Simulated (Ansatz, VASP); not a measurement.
## Two plane-wave programs on HfRu3

```
Hf Ru
1.0
     3.95577    0.00000    0.00000
     0.00000    3.95577    0.00000
     0.00000    0.00000    3.95577
Hf Ru
1 3
Direct
  0.00000 0.00000 0.00000
  0.00000 0.50000 0.50000
  0.50000 0.00000 0.50000
  0.50000 0.50000 0.00000
```

The cell comes from a database or a generator and needn't be the stable form of this composition.

Alike in both runs: task band structure; functional revPBE; dispersion D4; k mesh 7 × 7 × 7; occupations methfessel-paxton of order 1, width 0.1 eV; no spin polarisation.

|  | VASP | Ansatz |
| --- | --- | --- |
| version | VASP 6.6.1 | Ansatz 0.2.0 |
| potentials or method | VASP PAW PBE potentials, release 64 (Hf_pv, Ru_pv) | Ansatz PAW |
| plane-wave cutoff (eV) | 520 | 420 |
| valence electrons in the cell | 52 | 74 |

|  | VASP | Ansatz | Ansatz less VASP |
| --- | --- | --- | --- |
| dispersion energy (meV/atom) | -646.0 | -646.1 | -0.12 |

The two sets of potentials don't hold the same shells in valence.
